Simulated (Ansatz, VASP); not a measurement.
# VPO5 (VPO5 (Cc)) in two plane-wave programs, part 2 of 2

One calculation is typed for both programs; each brings its own data sets. How far apart do they land? The cell is taken from a series of runs on this material, whose earlier steps may have relaxed, scaled, displaced or heated it; both programs get it as it stands.

VASP 6.6.1 and Ansatz 0.2.0.

So far: Set-up; VASP: relaxation of cell and atoms, PBEsol.

## (3) Ansatz: relaxation of cell and atoms, PBEsol

Level of this step: Ansatz beside VASP: Kohn-Sham DFT, plane waves, PBEsol (Ansatz).

Ansatz runs on its default PAW (the set named soft_2) files.

The same cell, functional and mesh now go to Ansatz.

input.yaml reads:

```yaml
crystal:
  lattice:
    - [3.6165205, -3.4694844, 0.0]
    - [3.6165205, 3.4694844, 0.0]
    - [-3.2754863, 0.0, 6.4479901]
  atoms:
    - { symbol: V, position: [0.48187795, 0.94700636, 0.46494394] }
    - { symbol: V, position: [0.94700636, 0.48187795, 0.96494394] }
    - { symbol: P, position: [0.13100671, 0.87706672, 0.75358781] }
    - { symbol: P, position: [0.87706672, 0.13100671, 0.25358781] }
    - { symbol: O, position: [0.16113029, 0.16886564, 0.92237562] }
    - { symbol: O, position: [0.84407353, 0.83263044, 0.58187038] }
    - { symbol: O, position: [0.83263044, 0.84407353, 0.08187038] }
    - { symbol: O, position: [0.16886564, 0.16113029, 0.42237562] }
    - { symbol: O, position: [0.64974283, 0.16156744, 0.35546227] }
    - { symbol: O, position: [0.85604498, 0.37069008, 0.16534254] }
    - { symbol: O, position: [0.37069008, 0.85604498, 0.66534254] }
    - { symbol: O, position: [0.16156744, 0.64974283, 0.85546227] }
    - { symbol: O, position: [0.35547281, 0.67335222, 0.26441744] }
    - { symbol: O, position: [0.67335222, 0.35547281, 0.76441744] }
basis:
  ecutwfc: 420
  xc_grid: 2
hamiltonian:
  xc: pbesol
kpoints:
  mp_grid: { grid: [6, 6, 5] }
scf:
  occupations: { method: fixed }
  max_iter: 100
relax:
  f_tol: 0.005
  max_steps: 60
  cell: {}
output:
  forces: true
  stress: true
checkpoint:
  write: "../cell.run"
  compress: false
  write_wavefunctions: false
  write_every: 100000
```

The run is started by

```
$ ansatz run input.yaml --threads 8 --pin off --max-ram 13189MiB --backend cpu --events-out ev --progress --plain --runs-dir out
```

Numbers of over 12 decimals in the logs are rounded to 6 here.

The program printed:

```text
Engine: ansatz 0.2.0, aarch64-unknown-linux-gnu
Pseudopotentials: kind: paw
Pseudopotential: V, paw, valence charge 13, recommended cutoff 420 eV (normal), V.paw.azcp
Pseudopotential: P, paw, valence charge 5, recommended cutoff 420 eV (normal), P.paw.azcp
Pseudopotential: O, paw, valence charge 6, recommended cutoff 420 eV (normal), O.paw.azcp
Functional definition: PBEsol
  exchange = pbesol_x
  correlation = pbesol_c
Crystal: 14 atoms, lattice volume = 161.812 Å³
Basis set: ecut = 420 eV, 3167 PW (Γ), exchange–correlation on 72×72×100 points (8 copies of the dense FFT grid, shifted against one another)
Bands: 62, of which v1, the nominal top of the filled ones, is band 48 counted from 1 (47 counted from 0)
Symmetry: 2 space group operations
Space group: Cc (ITA 9), of the structure as read, at distance tolerance 5.4e-5 Å
k-points: 55 of 180 (time reversal used)
Non-local potential: V, projectors of the file, l = 0: 3, l = 1: 2, l = 2: 3, l = 3: 1
Non-local potential: P, projectors of the file, l = 0: 2, l = 1: 2, l = 2: 2
Non-local potential: O, projectors of the file, l = 0: 2, l = 1: 2, l = 2: 1
PAW form: soft (Blöchl's): semilocal exchange-correlation on the pseudo side does not see the compensation charge
PAW frozen core: V, regenerated for the run's functional, and the local potential with it (the file was generated under x = pbe(κ = 0.804, μ = 0.219515), c = pbe(β = 0.066725))
PAW frozen core: P, regenerated for the run's functional, and the local potential with it (the file was generated under x = pbe(κ = 0.804, μ = 0.219515), c = pbe(β = 0.066725))
PAW frozen core: O, regenerated for the run's functional, and the local potential with it (the file was generated under x = pbe(κ = 0.804, μ = 0.219515), c = pbe(β = 0.066725))
PAW one-centre angular grid: V, 590 points (default); XC on 64 Gauss nodes
PAW one-centre angular grid: P, 110 points (default); XC on 64 Gauss nodes
PAW one-centre angular grid: O, 110 points (default); XC on 64 Gauss nodes
Initial density: superposition of atomic densities (neutral atoms: chi_scale 0, normalization atom), corrected by the library's trained network
Initial wavefunctions: pseudopotential atomic-orbital guess
Functional: x = pbesol(κ = 0.804, μ = 0.123457), c = pbesol(β = 0.046)
SCF iter   1: F=—  HF=-12865.809665 eV  |F-HF|=—  |Δ(HF+E_count)|=         —  Δρ=1.50e-2  dr2=2.77e-1  ethr=1.77e-3  ⟨swp⟩=4.9  Hψ=12695  notcnv=0  defer=660
preconditioner: auto → Resta (q_TF=auto, 2.501 Å⁻¹)  ε∞=5.5  [insulator: Δε(μ)=1.619 eV  Ē_g=12.302 eV  n_scr=32 (ndim 8)  ℏωp=26.1 eV  f_vac=0.115  ε∞_Penn≈5.5]
SCF iter   2: F=—  HF=-12865.770979 eV  |F-HF|=—  |Δ(HF+E_count)|=   3.87e-2  Δρ=1.17e-2  dr2=2.46e-1  ethr=2.89e-4  ⟨swp⟩=2.0  Hψ=5863  notcnv=0  defer=632
SCF iter   3: F=—  HF=-12865.746547 eV  |F-HF|=—  |Δ(HF+E_count)|=   2.44e-2  Δρ=4.75e-3  dr2=3.59e-2  ethr=2.56e-4  ⟨swp⟩=2.0  Hψ=4787  notcnv=0  defer=320
automatic band count: iteration 3 solves 57 bands in place of 62: the levels show a gap, and the empty bands left out lie too high to hold charge; the band table lists the bands solved (type scf.n_extra_bands for more)
SCF iter   4: F=—  HF=-12865.742482 eV  |F-HF|=—  |Δ(HF+E_count)|=   4.07e-3  Δρ=1.42e-3  dr2=3.13e-3  ethr=3.74e-5  ⟨swp⟩=2.0  Hψ=4412  notcnv=0  defer=385
SCF iter   5: F=—  HF=-12865.742462 eV  |F-HF|=—  |Δ(HF+E_count)|=   1.93e-5  Δρ=6.84e-4  dr2=6.73e-4  ethr=3.26e-6  ⟨swp⟩=2.4  Hψ=4900  notcnv=0  defer=385
SCF iter   6: F=—  HF=-12865.742499 eV  |F-HF|=—  |Δ(HF+E_count)|=   3.65e-5  Δρ=1.54e-4  dr2=4.15e-5  ethr=7.01e-7  ⟨swp⟩=2.0  Hψ=4642  notcnv=0  defer=383
SCF iter   7: F=—  HF=-12865.742555 eV  |F-HF|=—  |Δ(HF+E_count)|=   5.65e-5  Δρ=8.34e-5  dr2=9.14e-6  ethr=4.32e-8  ⟨swp⟩=2.0  Hψ=4951  notcnv=0  defer=370
SCF iter   8: F=—  HF=-12865.742557 eV  |F-HF|=—  |Δ(HF+E_count)|=   1.96e-6  Δρ=3.40e-5  dr2=1.88e-6  ethr=9.52e-9  ⟨swp⟩=2.0  Hψ=4841  notcnv=0  defer=370
SCF iter   9: F=—  HF=-12865.742558 eV  |F-HF|=—  |Δ(HF+E_count)|=   2.78e-7  Δρ=1.18e-5  dr2=2.29e-7  ethr=1.95e-9  ⟨swp⟩=2.0  Hψ=4715  notcnv=0  defer=370
SCF iter  10: F=-12865.742558 eV  HF=-12865.742558 eV  |F-HF|=6.81e-9  |Δ(HF+E_count)|=   1.89e-7  Δρ=2.86e-6  dr2=1.64e-8  ethr=1.04e-10  ⟨swp⟩=5.0  Hψ=11198  notcnv=0
SCF 1 converged in 10 iterations: F = -12865.742558 eV  dr2 = 1.64e-8
  greatest PAW one-centre occupation: 1.000 electrons in one spin orbital (limit 2), on the V atom at site 1 (counted from 0), in its partial waves of l = 0
relax step   1: F+E_penalty+E_count = -12865.74255793 eV  Δ(F+E_penalty+E_count) = +0.000e0 eV  max|allowed force component| = 5.976e-1 eV/Å  Δτ_max = 0.0000 Å  P = +0.935 GPa  Ω = 161.812 Å³  (10 SCF iters, dr2 threshold 1.00e-7 eV, accepted)
[...]
relax step  12: F+E_penalty+E_count = -12865.78798005 eV  Δ(F+E_penalty+E_count) = +4.633e-4 eV  max|allowed force component| = 1.085e-2 eV/Å  Δτ_max = 0.0028 Å  P = -0.016 GPa  Ω = 165.014 Å³  energy of the carried Pulay correction = -3.624e-3 eV  (6 SCF iters, dr2 threshold 1.49e-7 eV, accepted)
[...]
relax step  13: F+E_penalty+E_count = -12865.78803078 eV  Δ(F+E_penalty+E_count) = -5.073e-5 eV  max|allowed force component| = 2.169e-3 eV/Å  Δτ_max = 0.0004 Å  P = -0.002 GPa  Ω = 165.006 Å³  energy of the carried Pulay correction = -3.581e-3 eV  (6 SCF iters, dr2 threshold 7.36e-9 eV, accepted)
[...]
relax step  14: F+E_penalty+E_count = -12865.79175907 eV  Δ(F+E_penalty+E_count) = -3.728e-3 eV  max|allowed force component| = 2.224e-3 eV/Å  Δτ_max = 0.0000 Å  P = +0.016 GPa  Ω = 165.006 Å³  stress off target by 2.89e-2 GPa  SCF on the basis re-selected at this cell (its energy is not comparable with the rows above)  (7 SCF iters)
basis re-selected at this cell: Δ(F+E_penalty+E_count) = -3.728e-3 eV, ΔP = +0.018 GPa vs the last step (what re-selecting the basis moved, of the pressure what is left beyond the Pulay correction that the steps carried, after the strain that the cell walked since its last selection, with what the two solves' SCF thresholds leave and, on support functions, any second-order correction that the steps lacked; it is no m [...]
SCF converged after 7 iterations
Free energy (F): -12865.791759 eV
Harris-Foulkes:  -12865.791759 eV  (|F-HF|=2.73e-11)
Internal energy: -12865.791759 eV  (E = F + TS)
E sigma→0 (E₀):  -12865.791759 eV
Fermi energy:    4.257408 eV
--- Per-component energies (eV) ---
  E_band       = -863.232773
  E_kinetic    = 2584.333744
  E_local      = -7802.395236  (includes V_loc(G=0)·N_el)
  E_nonlocal   = 444.196014
  E_hartree    = 3027.223535
  E_xc         = -1109.841921
  E_vxc        = -1385.990984  (∫ρ·V_xc dr)
  E_paw        = -4799.319177  (= ΣΔE_a)
  E_vpaw       = -757.848613  (= ΣTr[D̂ρ^β])
  E_aug_tail   = 0.024963  (compensation charges beyond the density's cutoff)
  E_ewald      = -5210.758111
  E_core_change = 0.744429  (= ΣΔE_core)
  E_smearing   = -0.000000  (= −TS)
  E_closure    = 0.000000  (closes the sum)
  Σ components = -12865.791759   (vs F -12865.791759, Δ=0.00e0)
--- Forces (eV/Å), atoms counted from 1 ---
  atom   1  V     -0.00209376     0.00030154    -0.00171029
  atom   2  V     -0.00209376    -0.00030154    -0.00171029
  atom   3  P      0.00112879    -0.00222398     0.00216713
  atom   4  P      0.00112879     0.00222398     0.00216713
  atom   5  O     -0.00101046     0.00198901    -0.00182599
  atom   6  O      0.00040165     0.00195725    -0.00022706
  atom   7  O      0.00040165    -0.00195725    -0.00022706
  atom   8  O     -0.00101046    -0.00198901    -0.00182599
  atom   9  O     -0.00093390     0.00017747     0.00015098
  atom  10  O      0.00147470    -0.00003008    -0.00017457
  atom  11  O      0.00147470     0.00003008    -0.00017457
  atom  12  O     -0.00093390    -0.00017747     0.00015098
  atom  13  O      0.00103291     0.00003080     0.00162013
  atom  14  O      0.00103291    -0.00003080     0.00162013
  max |Σ_I F_I| component: 6.69e-7 eV/Å
--- Stress (GPa, compression-positive) ---
       -0.004045       0.000000       0.006796
        0.000000       0.028885      -0.000000
        0.006811      -0.000000       0.023707
  P = ⅓ Tr σ = 0.0162 GPa (0.162 kbar)
--- Relaxed structure (12 steps of the walk, 12 accepted, 2 SCFs on fresh bases) ---
  F+E_penalty+E_count = -12865.79175907 eV   max|allowed force component| = 2.224e-3 eV/Å   (the final SCF, on the basis selected at the relaxed cell)
  cell:  # Å, volume = 165.0057 Å³
    - [3.615677, -3.505631, 0.011579]
    - [3.615677, 3.505631, 0.011579]
    - [-3.254077, -1.1127825246785234e-17, 6.498560]
  atoms:
    - { symbol: V, position: [0.480716, 0.945526, 0.463333] }
    - { symbol: V, position: [0.945526, 0.480716, 0.963333] }
    - { symbol: P, position: [0.125348, 0.881433, 0.752789] }
    - { symbol: P, position: [0.881433, 0.125348, 0.252789] }
    - { symbol: O, position: [0.159219, 0.174931, 0.919242] }
    - { symbol: O, position: [0.836707, 0.833539, 0.584091] }
    - { symbol: O, position: [0.833539, 0.836707, 0.084091] }
    - { symbol: O, position: [0.174931, 0.159219, 0.419242] }
    - { symbol: O, position: [0.656654, 0.158746, 0.358520] }
    - { symbol: O, position: [0.858869, 0.363890, 0.162032] }
    - { symbol: O, position: [0.363890, 0.858869, 0.662032] }
    - { symbol: O, position: [0.158746, 0.656654, 0.858520] }
    - { symbol: O, position: [0.358479, 0.676472, 0.267993] }
    - { symbol: O, position: [0.676472, 0.358479, 0.767993] }
```

## (4) Differences

Known differences besides the potentials themselves: fixed occupations in Ansatz, narrow Gaussian smearing in VASP; the cutoff is 420 eV in Ansatz and 600 eV in VASP; Ansatz makes its cores anew for this functional, VASP keeps those of its PBE data sets; Ansatz adds a Pulay correction to the stress that steers its cell, VASP none. Total energies have different zeros and are not compared.

The two programs side by side:

```csv
quantity,Ansatz,VASP,difference
volume (Å³),165.01,163.00,+1.23 %
"edge a after relaxation, in the typed setting (Å)",5.036,5.028,+0.17 %
"edge c after relaxation, in the typed setting (Å)",7.268,7.245,+0.32 %
```

## (5) Summary of results

| Quantity | Value |
| --- | --- |
| difference in volume (relaxation of cell and atoms, PBEsol) | 1.2 % |

What this shows: The difference in volume is 1.2 % (relaxation of cell and atoms, PBEsol), at about the 1.2 % picked in this series as the mark of a large difference, as far as the stopping tolerances let one tell. What causes the difference of the relaxation of cell and atoms, PBEsol pair stays open here. Such differences can come from data sets, numerical settings and the points named under the comparisons, not from the functional's error against experiment.

[Lines on the potential files, build, host, timing and source positions are cut from VASP's logs without a mark.]

[Logs are printed without paths, hosts, clocks, repeated set-up lines and the standing remarks that a program may print on its own settings, such as how far it seeks lower states.]

[Hosts, paths, dates, database ids (printed as entryN), source tags and the programs' standing remarks are cut or masked in the printed files.]
